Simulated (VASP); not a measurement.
Here is the system:

```yaml
crystal:
  lattice:
    - [0.00000, 3.20166, 3.20166]
    - [3.20166, 0.00000, 3.20166]
    - [3.20166, 3.20166, 0.00000]
  atoms:
    - { symbol: Mg, position: [0.75000, 0.75000, 0.75000] }
    - { symbol: Mg, position: [0.25000, 0.25000, 0.25000] }
    - { symbol: Ge, position: [0.00000, 0.00000, 0.00000] }
```

Method: modified Becke-Johnson potential (mBJ), VASP's PBE PAW potentials (set 64) (plane waves; VASP). Settings: 400 eV cut-off, 4×4×4 Γ-centred mesh, Gaussian smearing of 0.050 eV, potentials Mg Ge_d.

mBJ is a potential without an energy functional, so only the levels count.

Question: What does the run give for the band gap (over mesh and band path) with the smallest direct gap where there is one?

Answer: 
```
Quantity                                        Result
---------------------------------------------  -------
band gap (over mesh and band path)             0.57 eV
smallest direct gap (over mesh and band path)  1.57 eV
```

Total energies compare only between runs with the same potentials, cut-off and functional.

The structure comes from a computed database's Mg2Ge entry (Fm-3m); how it stands against other phases isn't given here. It was relaxed first. The k-mesh is coarse (spacing up to 0.42 per Å, 2π included), so the numbers may not be converged in it. The cell's shape comes from a PBE relaxation.
